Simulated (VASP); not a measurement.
These are vdW-DF-cx, VASP's PBE PAW potentials (set 64) (plane waves; VASP 6.6.1) values and carry that method's errors.

The input files of a VASP run:

POSCAR:
```
Nb
2.8367170
 -0.5773503197   0.5773503197   0.5773503197
  0.5773503197  -0.5773503197   0.5773503197
  0.5773503197   0.5773503197  -0.5773503197
Nb
1
direct
  0.0000000000   0.0000000000   0.0000000000
```

INCAR:
```
SYSTEM = Nb
PREC = Accurate; ENCUT = 520; LREAL = .FALSE.
LASPH = .TRUE.
EDIFF = 1E-7; NELM = 100; ALGO = Normal
LMAXMIX = 4
ISMEAR = -5
GGA = CX; LUSE_VDW = .TRUE.; AGGAC = 0.0
ISIF = 2
LWAVE = .FALSE.; LCHARG = .TRUE.; LORBIT = 11
NEDOS = 601
```

**KPOINTS**
```
Automatic mesh
0
Gamma
17 17 17
0 0 0
```

POTCAR, in this order: Nb_sv (PBE.64 set). Program: vasp_std.

Output of the run:

OUTCAR:
```
 ion  position               nearest neighbor table
   1  0.000  0.000  0.000-
  LATTYP: Found a body centered cubic cell.
 ALAT       =     3.2755589336
 Subroutine PRICEL returns:
 Original cell was already a primitive cell.
 Subroutine GETGRP returns: Found 48 space group operations
The static configuration has the point symmetry O_h .
The dynamic configuration has the point symmetry O_h .
 Subroutine INISYM returns: Found 48 space group operations
 Subroutine IBZKPT returns following result:
 Found    165 irreducible k-points:

 Following reciprocal coordinates:
            Coordinates               Weight
  0.000000  0.000000  0.000000      1.000000
  0.058824  0.000000  0.000000     12.000000
  0.117647  0.000000  0.000000     12.000000
  0.176471  0.000000  0.000000     12.000000
  0.235294  0.000000  0.000000     12.000000
  0.294118  0.000000  0.000000     12.000000
  0.352941  0.000000  0.000000     12.000000
  0.411765  0.000000  0.000000     12.000000
  0.470588  0.000000  0.000000     12.000000
  0.058824  0.058824  0.000000     24.000000
...
```

### OSZICAR
```
       N       E                     dE             d eps       ncg     rms          rms(c)
DAV:   1     0.119954507383E+03    0.11995E+03   -0.75550E+03  3332   0.130E+03
DAV:   2    -0.292013119637E+01   -0.12287E+03   -0.12005E+03  3576   0.447E+02
DAV:   3    -0.795882333735E+01   -0.50387E+01   -0.47886E+01  4938   0.775E+01
DAV:   4    -0.822018595457E+01   -0.26136E+00   -0.25938E+00  4652   0.160E+01
DAV:   5    -0.823173893176E+01   -0.11553E-01   -0.11518E-01  4968   0.265E+00    0.751E+00
DAV:   6    -0.784839432817E+01    0.38334E+00   -0.75086E-01  5116   0.115E+01    0.267E+00
DAV:   7    -0.780370643942E+01    0.44688E-01   -0.22735E-01  5162   0.624E+00    0.938E-01
DAV:   8    -0.780846023766E+01   -0.47538E-02   -0.12316E-02  3760   0.169E+00    0.480E-02
DAV:   9    -0.780850714466E+01   -0.46907E-04   -0.92885E-04  5734   0.347E-01    0.437E-02
DAV:  10    -0.780852454422E+01   -0.17400E-04   -0.28771E-05  4144   0.803E-02    0.144E-02
DAV:  11    -0.780851858164E+01    0.59626E-05   -0.55287E-06  3954   0.451E-02    0.246E-03
DAV:  12    -0.780851850723E+01    0.74407E-07   -0.17218E-07  3064   0.681E-03
   1 F= -.78085185E+01 E0= -.78085185E+01  d E =0.000000E+00
```

### OUTCAR
```
------------------------ aborting loop because EDIFF is reached ----------------------------------------
  FORCE on cell =-STRESS in cart. coord.  units (eV):
  Direction    XX          YY          ZZ          XY          YZ          ZX
  --------------------------------------------------------------------------------------
  Total       -0.0170012     -0.0170012     -0.0170012      0.0000000      0.0000000      0.0000000
  in kB       -1.5501173     -1.5501173     -1.5501173      0.0000000      0.0000000      0.0000000
  external PRESSURE =      -1.5501173 kB  Pullay stress =       0.0000000 kB
  volume of cell :       17.57
      direct lattice vectors                 reciprocal lattice vectors
    -1.637779467  1.637779467  1.637779467     0.000000000  0.305291408  0.305291408
     1.637779467 -1.637779467  1.637779467     0.305291408  0.000000000  0.305291408
     1.637779467  1.637779467 -1.637779467     0.305291408  0.305291408  0.000000000
 POSITION                                       TOTAL-FORCE (eV/Angst)
 -----------------------------------------------------------------------------------
      0.00000      0.00000      0.00000         0.000000      0.000000      0.000000
 -----------------------------------------------------------------------------------
    total drift:                               -0.000000     -0.000000      0.000000
  FREE ENERGIE OF THE ION-ELECTRON SYSTEM (eV)
  ---------------------------------------------------
  free  energy   TOTEN  =        -7.8085185072 eV

  energy  without entropy=       -7.8085185072  energy(sigma->0) =       -7.80851851

 total charge

# of ion       s       p       d       tot
------------------------------------------
    1        2.226   5.997   2.545  10.768
```
(Selected blocks of OUTCAR.)

For a metal the tetrahedron method with Blöchl corrections gives inexact stress and forces.

The compound is Nb in the bcc structure. It was relaxed first.
